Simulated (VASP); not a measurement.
Computed with PBEsol GGA, VASP's PBE PAW potentials (set 64) (plane waves; VASP).

The input files of a VASP run:

### POSCAR
```
Sb
1
    3.8895943204    -2.1635410796    -0.0276323202
    3.8895943204     2.1635410796    -0.0276323202
    2.7114212152     0.0000000000     3.5297040960
Sb
2
Direct
  0.2355450656   0.2355450656   0.2355450656
  0.7644549344   0.7644549344   0.7644549344
```

**INCAR**
```
ALGO = Normal
EDIFF = 1E-6
EDIFFG = -0.02
ENCUT = 500
GGA = PS
IBRION = 2
ISIF = 3
ISMEAR = 1
LASPH = .True.
LCHARG = .False.
LMAXMIX = 4
LREAL = .False.
LWAVE = .False.
NELM = 100
NSW = 40
PREC = Accurate
SIGMA = 0.1
SYSTEM = Sb
```

File KPOINTS:
```
K-points
0
G
10 10 10
```

POTCAR, in this order: Sb (PBE.64 set). Program: vasp_std.

Unless said otherwise, spin-orbit coupling is left out, though it shifts the bands of the heavy elements here.

Q: What does the run give for the energy per atom (σ→0), volume per atom, band gap (on the k-mesh)?

A: 
```json
{
 "energy per atom (σ→0)": "-440.0 kJ/mol of atoms",
 "band gap (on the k-mesh)": "none (metal, semimetal or under 0.01 eV)",
 "volume_per_atom": "29.95 Å³/atom"
}
```

File OSZICAR:
```
...
DAV:   4    -0.911988664470E+01    0.61016E-06   -0.28016E-06  2200   0.146E-02
   2 F= -.91198866E+01 E0= -.91198804E+01  d E =-.128817E-03
       N       E                     dE             d eps       ncg     rms          rms(c)
DAV:   1    -0.911993160000E+01   -0.44345E-04   -0.80571E-04  2303   0.172E-01    0.214E-02
DAV:   2    -0.911991958792E+01    0.12012E-04   -0.22447E-05  2255   0.350E-02    0.122E-02
DAV:   3    -0.911991408306E+01    0.55049E-05   -0.14314E-05  2178   0.201E-02    0.275E-03
DAV:   4    -0.911991406791E+01    0.15148E-07   -0.20605E-07  1071   0.422E-03
   3 F= -.91199141E+01 E0= -.91199104E+01  d E =-.156240E-03
```

The compound is Sb in the a7 structure. This run relaxes it. Symmetry was kept, so distortions that lower it aren't found.
